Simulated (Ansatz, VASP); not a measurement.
# RbP3: VASP beside Ansatz

```xyz
4
Lattice="4.3768 0.0000 0.0000 0.0000 4.3768 0.0000 0.0000 0.0000 4.3768" Properties=species:S:1:pos:R:3 pbc="T T T"
Rb    0.0000    0.0000    0.0000
P     0.0000    2.1884    2.1884
P     2.1884    2.1884    0.0000
P     2.1884    0.0000    2.1884
```

Change from the starting cell: species swapped into the Gd3Dy type (Pm-3m, No. 221).

Alike in both runs: functional PBE; k mesh 4 × 4 × 4; occupations gaussian, width 0.1 eV; no spin polarisation.

Ansatz relaxed the structure, and its values are those at the end. VASP's run is a single point on that final structure, the one shown.

```csv
,VASP,Ansatz
version,VASP 6.6.1,Ansatz 0.2.0
potentials or method,"VASP PAW PBE potentials, release 64 (Rb_sv, P)","scalar-relativistic, plane waves, PAW"
plane-wave cutoff (eV),520,420
valence electrons in the cell,24,24
```

|  | VASP | Ansatz | Ansatz less VASP |
| --- | --- | --- | --- |
| gap on the k mesh at the Fermi level (eV) | none | none | - |
| pressure (GPa) | -0.2 | -0.3 | -0.13 |

A gap of «none» marks a metal or a gap that the smearing closes. The functional is the same, so the differences come from potentials, cutoffs and numerics.
